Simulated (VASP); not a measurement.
These are vdW-DF-cx, VASP's PBE PAW potentials (set 64) (plane waves; VASP) values and carry that method's errors.

Input for VASP

File KPOINTS:
```
K-points
0
gamma
  9 9 6
0 0 0
```

POSCAR:
```
PtSe2
1
    1.9233328622    -3.3313104944     0.0000000000
    1.9233328622     3.3313104944     0.0000000000
    0.0000000000     0.0000000000     4.9680733320
Pt Se
1 2
Direct
  0.0000000000   1.0000000000   0.0000000000
  0.3333330000   0.6666670000   0.2636036158
  0.6666670000   0.3333330000   0.7363963842
```

**INCAR**
```
SYSTEM = PtSe2
PREC = Accurate
ENCUT = 520
EDIFF = 1E-7
NELM = 100
ALGO = Normal
LREAL = .FALSE.
LASPH = .TRUE.
ISMEAR = 1
SIGMA = 0.1
GGA = CX
LUSE_VDW = .TRUE.
AGGAC = 0.0
LMAXMIX = 6
LWAVE = .FALSE.
LCHARG = .FALSE.
ISIF = 4
IBRION = 2
NSW = 30
EDIFFG = -0.01
```

POTCAR, in this order: Pt Se (PBE.64 set). Program: vasp_std.

Task: What will the output report for the number of irreducible k-points (NKPTS), largest plane-wave count, number of space-group operations, FFT grid (NGX, NGY, NGZ)?

Result: 
| Item | Value |
|---|---|
| number of irreducible k-points (NKPTS) | 62 |
| largest plane-wave count | 1740 |
| number of space-group operations | 12 |
| FFT grid (NGX, NGY, NGZ) | 30 × 30 × 40 |

The compound is PtSe2 in the 1T layered structure. This cell is one point of a volume scan, at 1.06 of the reference volume. Symmetry was kept, so distortions that lower it aren't found.
